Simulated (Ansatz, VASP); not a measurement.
# Al9Ga27CN35 (random wurtzite alloy of AlN and GaN) in two plane-wave programs, part 3 of 3

Wanted: the spread between two codes on one cell, functional and k mesh. Of the first pair: The structure shown is the start of the Ansatz relaxation below; VASP solves that cell, so the two are compared at the walk's first step.

VASP 6.6.1 and Ansatz 0.2.0.

So far. Step 6 (VASP: single point, LDA, start cell, pair 2): The run ends at a pressure of -4.16 GPa, with forces up to 0.60 eV/Å.

### Step 9. VASP: single point, LDA, relaxed cell, pair 3

Level of this step: LDA, spin-polarised from a ferromagnetic start; plane waves and PAW (Ga_d, N, Al, C) (VASP).

The same cell, functional (in two slightly different forms), mesh and smearing now go to VASP, with its own data sets.

INCAR

```
SYSTEM = Al9Ga27CN35
PREC = Accurate
ENCUT = 520
EDIFF = 1E-06
NELM = 200
ISMEAR = -1
SIGMA = 0.025
LREAL = Auto
ALGO = Normal
GGA = PW92
NBANDS = 328
ISPIN = 2
MAGMOM = 0 0 0 -0 0 0 0 0.01 0 0.01 0 0 0 0 0 0.01 0 -0 0 0 0 0 0 0 0 0 0 0 0 0 0.06 0 0 0 0.01 0.01 0 0.02 0.05 0.01 0 0.01 0.01 0 0.01 0.05 0.01 0 0.01 0.05 0 0 0 0.06 0.01 0 0.01 0.05 0.01 0 0.01 0.01 -0 -0 0 0 0 0 -0 0 -0 0.22
LORBIT = 11
LWAVE = .FALSE.
LCHARG = .FALSE.
ISIF = 2
LASPH = .TRUE.
GGA_COMPAT = .FALSE.
NCORE = 2
```

POSCAR

```
Al9Ga27CN35
1.0
    9.5094000000      0.0000000000      0.0000000000
   -4.7547000000      8.2353800000      0.0000000000
    0.0000000000      0.0000000000     10.2684000000
Ga N Al C
27 35 9 1
Direct
    0.0020500000      0.0008800000      0.0011800000
    0.0009700000      0.0019800000      0.4982700000
    0.0011500000      0.3339600000      0.9985000000
    0.1118400000      0.5560900000      0.2501000000
    0.0019100000      0.3349100000      0.5006000000
    0.0008100000      0.6688800000      0.0010800000
    0.0009900000      0.6664700000      0.4982800000
    0.1115300000      0.8890700000      0.7490900000
    0.3335300000      0.0002600000      0.4992200000
    0.4436600000      0.2224700000      0.7490700000
    0.3337700000      0.3332800000      0.0024300000
    0.3324000000      0.3343400000      0.4975300000
    0.4437500000      0.5554500000      0.7483200000
    0.3340800000      0.6681800000      0.9999300000
    0.4432700000      0.8880300000      0.2516600000
    0.4424900000      0.8885600000      0.7472100000
    0.6648100000      0.9999300000      0.9997600000
    0.7787900000      0.2239400000      0.2489400000
    0.6665500000      0.0002900000      0.4987500000
    0.7792100000      0.2240100000      0.7497300000
    0.6647300000      0.3334800000      0.0019600000
    0.6671700000      0.3343300000      0.4970800000
    0.7781200000      0.5565600000      0.7489700000
    0.6658800000      0.6661500000      0.0015600000
    0.7789400000      0.8889400000      0.2489800000
    0.6659200000      0.6667400000      0.4970000000
    0.7784500000      0.8889200000      0.7489100000
    0.1108400000      0.2230600000      0.0654200000
    0.0046300000      0.0035800000      0.3079600000
    0.1118800000      0.2227500000      0.5656300000
    0.0013400000      0.0048800000      0.8103800000
    0.1113000000      0.5559500000      0.0609200000
    0.0026700000      0.3316600000      0.3105300000
    0.1157300000      0.5586600000      0.5635200000
    0.0049900000      0.3361800000      0.8071900000
    0.1131100000      0.8904300000      0.0673500000
    0.9977600000      0.6687700000      0.3078900000
    0.1095200000      0.8885200000      0.5590600000
    0.0007500000      0.6633500000      0.8100800000
    0.4431000000      0.2205700000      0.0676500000
    0.3311100000      0.0028900000      0.3085400000
    0.4453700000      0.2249300000      0.5583800000
    0.4439600000      0.5564100000      0.0659200000
    0.3327400000      0.3340500000      0.3063600000
    0.4426000000      0.5580600000      0.5583400000
    0.3294900000      0.3334800000      0.8112200000
    0.4427700000      0.8903300000      0.0628600000
    0.3350100000      0.6639900000      0.3146400000
    0.4428800000      0.8841400000      0.5564500000
    0.3292200000      0.6635400000      0.8095500000
    0.7786200000      0.2231300000      0.0595700000
    0.6676200000      0.0009400000      0.3102200000
    0.7780000000      0.2233400000      0.5601900000
    0.6672100000      0.0001700000      0.8099100000
    0.7782900000      0.5564200000      0.0652800000
    0.6651800000      0.3364000000      0.3069800000
    0.7779100000      0.5564300000      0.5599000000
    0.6678400000      0.3355000000      0.8119800000
    0.7780000000      0.8897400000      0.0599200000
    0.6644100000      0.6626200000      0.3068400000
    0.7782200000      0.8888300000      0.5596400000
    0.6660600000      0.6666800000      0.8113900000
    0.1123000000      0.2230500000      0.2502900000
    0.1117900000      0.2233400000      0.7508600000
    0.1113200000      0.5556000000      0.7498700000
    0.1107300000      0.8897000000      0.2520000000
    0.3326300000      0.0012300000      0.0074300000
    0.4439700000      0.2238100000      0.2520100000
    0.4437300000      0.5551700000      0.2513700000
    0.3324400000      0.6661600000      0.4999500000
    0.7776800000      0.5562500000      0.2501700000
    0.3338000000      0.0008900000      0.8174600000
```

KPOINTS

```
Automatic mesh
0
Gamma
1 1 1
0 0 0
```

Potentials, in the order of the species: Ga_d, N, Al and C (LDA family, release 64).

The run is started by

```console
> mpirun -np 8 vasp_gam
```

Numbers of over 12 decimals in the logs are rounded to 6 here.

The log of the run:

```text
[... set-up lines as in an earlier step ...]
 entering main loop
       N       E                     dE             d eps       ncg     rms          rms(c)
DAV:   1     0.135638857720E+05    0.13564E+05   -0.20564E+05  1376   0.334E+03
DAV:   2     0.317747758314E+04   -0.10386E+05   -0.98664E+04  1312   0.979E+02
DAV:   3    -0.322365457731E+02   -0.32097E+04   -0.30090E+04  1624   0.351E+02
DAV:   4    -0.540775697726E+03   -0.50854E+03   -0.49332E+03  1480   0.141E+02
[...]
DAV:  19    -0.516343450714E+03   -0.47837E-05   -0.73429E-05  2248   0.343E-02    0.101E-02
DAV:  20    -0.516343451373E+03   -0.65865E-06   -0.12241E-05  1240   0.168E-02    0.658E-03
DAV:  21    -0.516343451248E+03    0.12407E-06   -0.27056E-06   848   0.136E-02
   1 F= -.51634345E+03 E0= -.51632636E+03  d E =-.341858E-01  mag=     0.9986
```

OUTCAR, selected parts (step 9):

```text
  FREE ENERGIE OF THE ION-ELECTRON SYSTEM (eV)
  ---------------------------------------------------
  free  energy   TOTEN  =      -516.3434512485 eV

  energy  without entropy=     -516.3092654415  energy(sigma->0) =     -516.32635834

 magnetization (x)
# of ion       s       p       d       tot
------------------------------------------
    1       -0.001  -0.001   0.001  -0.000
    2       -0.000   0.001   0.001   0.001
    3       -0.000  -0.000   0.000  -0.000
    4       -0.000  -0.000   0.000  -0.000
    5       -0.000  -0.000   0.000  -0.000
    6       -0.000  -0.001   0.001  -0.000
    7       -0.000   0.000   0.001   0.001
    8        0.000   0.024   0.016   0.041
    9       -0.001   0.002   0.002   0.004
   10       -0.001   0.017   0.015   0.032
   11       -0.000  -0.001   0.001  -0.000
   12       -0.000   0.000   0.001   0.001
   13       -0.001   0.003   0.005   0.007
[...]
--------------------------------------------------
tot          0.003   0.676   0.085   0.763

[... 1 part as in an earlier step ...]
```

The run ends at a pressure of -4.18 GPa, with forces up to 0.070 eV/Å.

### Step 10. Comparison

What differs besides the data sets and the points named for the pairs above, as far as they apply: site moments are counted in spheres of each program's own size. Total energies have different zeros and are not compared.

The two programs side by side:

| quantity | Ansatz | VASP | difference |
| --- | --- | --- | --- |
| total moment (μB) | 1.00 | 1.00 | 0.00 |
| moment on C72 (μB) | 0.22 | 0.19 | +0.03 |
| moment on N54 (μB) | 0.07 | 0.06 | +0.01 |
| moment on N31 (μB) | 0.06 | 0.05 | +0.01 |
| moment on N58 (μB) | 0.05 | 0.05 | 0.00 |

At this near-relaxed geometry the largest component of a force difference is 27 meV/Å.

### Step 11. Results

```json
{"r.m.s. force difference (single point, LDA, start cell, pair 1)": "8.9 meV/Å", "r.m.s. force difference (single point, LDA, start cell, pair 2)": "8.9 meV/Å", "difference in total moment (single point, LDA, relaxed cell, pair 3)": "-7.0e-5 μB", "r.m.s. force difference (single point, LDA, relaxed cell, pair 3)": "9.0 meV/Å"}
```

In words: The r.m.s. force difference is 9.0 meV/Å (single point, LDA, relaxed cell, pair 3), within the 12 meV/Å picked in this series as the mark of a large difference. 1 further run of this series is not shown here. How closely two codes agree says nothing of how well the functional describes the real material.

[Lines on the potential files, build, host, timing and source positions are cut from VASP's logs without a mark.]

[Logs are printed without paths, hosts, clocks, repeated set-up lines and the standing remarks that a program may print on its own settings, such as how far it seeks lower states.]

[Hosts, paths, dates, database ids (printed as entryN), source tags and the programs' standing remarks are cut or masked in the printed files.]
